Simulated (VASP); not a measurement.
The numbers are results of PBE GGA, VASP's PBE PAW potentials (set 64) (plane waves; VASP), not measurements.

The input files of a VASP run:

INCAR:
```
SYSTEM=W
PREC=Accurate; ENCUT=500; LREAL=.FALSE.
LASPH=.TRUE.
EDIFF=1E-6; NELM=100; ALGO=Normal
LMAXMIX=6
ISMEAR=1; SIGMA=0.1
GGA=PE
IBRION=2; NSW=40; ISIF=3
EDIFFG=-0.02; PSTRESS=300
LWAVE=.FALSE.; LCHARG=.FALSE.
```

### KPOINTS
```
Automatic mesh
0
Gamma
16 16 16
0 0 0
```

**POSCAR**
```
W
1.0
 -1.5491058638   1.5491058638   1.5491058638
  1.5491058638  -1.5491058638   1.5491058638
  1.5491058638   1.5491058638  -1.5491058638
W
1
Cartesian
  0.0000000000   0.0000000000   0.0000000000
```

POTCAR, in this order: W_sv (PBE.64 set). Program: vasp_std.

Output of the run:

**OSZICAR**
```
       N       E                     dE             d eps       ncg     rms          rms(c)
DAV:   1     0.738625346336E+02    0.73863E+02   -0.77558E+03  3206   0.142E+03
DAV:   2    -0.118910203299E+02   -0.85754E+02   -0.82514E+02  3403   0.329E+02
DAV:   3    -0.134044156478E+02   -0.15134E+01   -0.14968E+01  3615   0.427E+01
DAV:   4    -0.134113495147E+02   -0.69339E-02   -0.69334E-02  3472   0.323E+00
DAV:   5    -0.134114032574E+02   -0.53743E-04   -0.53741E-04  3588   0.283E-01    0.236E+01
DAV:   6    -0.129714418655E+02    0.43996E+00   -0.47692E-01  3406   0.951E+00    0.100E+01
DAV:   7    -0.128493183840E+02    0.12212E+00   -0.27206E-01  3493   0.674E+00    0.497E-01
DAV:   8    -0.128451501862E+02    0.41682E-02   -0.36931E-03  3310   0.935E-01    0.108E-01
DAV:   9    -0.128451681891E+02   -0.18003E-04   -0.37661E-05  3612   0.842E-02    0.623E-02
DAV:  10    -0.128451618151E+02    0.63740E-05   -0.12653E-05  3481   0.543E-02    0.664E-03
DAV:  11    -0.128451621838E+02   -0.36864E-06   -0.11398E-07  1871   0.491E-03
   1 F= -.10060875E+02 E0= -.10060686E+02  d E =-.100609E+02
```

OUTCAR:
```
------------------------ aborting loop because EDIFF is reached ----------------------------------------
  FORCE on cell =-STRESS in cart. coord.  units (eV):
  Direction    XX          YY          ZZ          XY          YZ          ZX
  --------------------------------------------------------------------------------------
  Total        2.7787123      2.7787123      2.7787123      0.0000000      0.0000000     -0.0000000
  in kB      299.3993707    299.3993707    299.3993707      0.0000000      0.0000000     -0.0000000
  external PRESSURE =      -0.6006293 kB  Pullay stress =     300.0000000 kB
  volume of cell :       14.87
      direct lattice vectors                 reciprocal lattice vectors
    -1.549105864  1.549105864  1.549105864     0.000000000  0.322766837  0.322766837
     1.549105864 -1.549105864  1.549105864     0.322766837  0.000000000  0.322766837
     1.549105864  1.549105864 -1.549105864     0.322766837  0.322766837  0.000000000
 POSITION                                       TOTAL-FORCE (eV/Angst)
 -----------------------------------------------------------------------------------
      0.00000      0.00000      0.00000        -0.000000      0.000000     -0.000000
 -----------------------------------------------------------------------------------
    total drift:                               -0.000000     -0.000000      0.000000
  FREE ENERGIE OF THE ION-ELECTRON SYSTEM (eV)
  ---------------------------------------------------
  free  energy   TOTEN  =       -12.8451621838 eV

  energy  without entropy=      -12.8445939046  energy(sigma->0) =      -12.84497276
  enthalpy is  TOTEN    =       -10.0608754555 eV   P V=        2.7842867283

 reached required accuracy - stopping structural energy minimisation
```
(Selected blocks of OUTCAR.)

The compound is W in the bcc structure. It was relaxed first under an external pressure of 30 GPa.
